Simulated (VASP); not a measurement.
Consider the following.

```xyz
1
Lattice="0.0000 1.9196 1.9196 1.9196 0.0000 1.9196 1.9196 1.9196 0.0000" Properties=species:S:1:pos:R:3 pbc="T T T"
Ir     0.0000     0.0000     0.0000
```

All values below come from PBE GGA, VASP's PBE PAW potentials (set 64) (plane waves; VASP). Settings: 500 eV cut-off, 16×16×16 Γ-centred mesh, first-order Methfessel-Paxton smearing of 0.10 eV, potentials Ir.

Energy and stress use the plane-wave basis of the starting cell.

Problem. The ions, cell shape and volume at an external pressure of 20.0 GPa are relaxed. Which structure does the run end with?

Solution. 
```xyz
1
Lattice="0.0000 1.9045 1.9045 1.9045 0.0000 1.9045 1.9045 1.9045 0.0000" Properties=species:S:1:pos:R:3 pbc="T T T"
Ir     1.9045     1.9045     0.0000
```
Space group Fm-3m (225), at a tolerance of 0.03 Å.

Problem. How do energy and volume change from the first to the last step?

Solution. The energy (σ→0) changes by +30.5 meV/atom and the volume by -2.3 %, in 4 ionic steps.

The compound is Ir in the fcc structure. This run relaxes it under an external pressure of 20 GPa. Symmetry was kept, so distortions that lower it aren't found.
